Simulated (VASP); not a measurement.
Wanted: the native input for a VASP 6.6.1 run.

```yaml
Task: relaxation of cell and atoms
Functional: PBE
Potentials_or_basis: VASP PAW PBE potentials, release 64 (Be, Te, O)
Cutoff: 520 eV
k_mesh: 3 × 3 × 4
Occupations: gaussian, width 0.15 eV
Spin: no spin polarisation
Further_INCAR_settings: PREC = Normal; ALGO = Fast; EDIFF = 0.0001; IBRION = 2; EDIFFG = -0.08; NSW = 24; ISIF = 3
```

The structure of Be3Te2O lies in POSCAR:

```
Be3Te2O
1.0
    5.6050122500      0.0000000000      0.0000000000
   -2.8025061300      4.8540830000      0.0000000000
    0.0000000000      0.0000000000      3.3956141300
Be Te O
3 2 1
Direct
    0.5000000000      0.0000000000      0.5000000000
    0.5000000000      0.5000000000      0.5000000000
    0.0000000000      0.5000000000      0.5000000000
    0.3333333300      0.6666666700      0.0000000000
    0.6666666700      0.3333333300      0.0000000000
    0.0000000000      0.0000000000      0.0000000000
```

The cell was built by a generator and needn't be a form met in nature.

One way to write it, as run:

INCAR

```
SYSTEM = Be3Te2O
ALGO = Fast ; EDIFF = 1E-4
EDIFFG = -0.08 ; ENCUT = 520
GGA = PE ; IBRION = 2
ISIF = 3 ; ISMEAR = 0
LASPH = .True. ; LCHARG = .False.
LREAL = .False. ; LWAVE = .False.
NELM = 60 ; NSW = 24
PREC = Normal ; SIGMA = 0.15
```

KPOINTS

```
k-points
0
Gamma
  3 3 4
  0 0 0
```

Potentials or basis: VASP PAW PBE potentials, release 64 (Be, Te, O).

Launch:

```sh
$ cat potpaw_PBE.64/Be/POTCAR potpaw_PBE.64/Te/POTCAR potpaw_PBE.64/O/POTCAR > POTCAR
$ mpirun -np 1 vasp_std > vasp.out
```

It gave:

- Relaxed volume: 19.88 Å³/atom
- Relaxed cell: a = 6.253 Å, b = 6.253 Å, c = 3.523 Å, α = 90.00°, β = 90.00°, γ = 120.00°
- Space group after relaxing (to 0.05 Å): P6/mmm (No. 191)
- Energy gained by relaxing: 191.2 meV/atom
- Ionic steps: 7
- Pressure after relaxing: 0.0 GPa
- Band gap on the k mesh: none (metal or under the smearing width)

Caveat: the k mesh is coarse (spacing up to 0.46 Å⁻¹), so the values aren't converged; the volume moved by over 15 % at a fixed basis, so the end points are rough.

Run time: 36 s on 1 thread of AMD EPYC 9R45 (Zen 5) (shared host), peak memory 0.13 GiB.
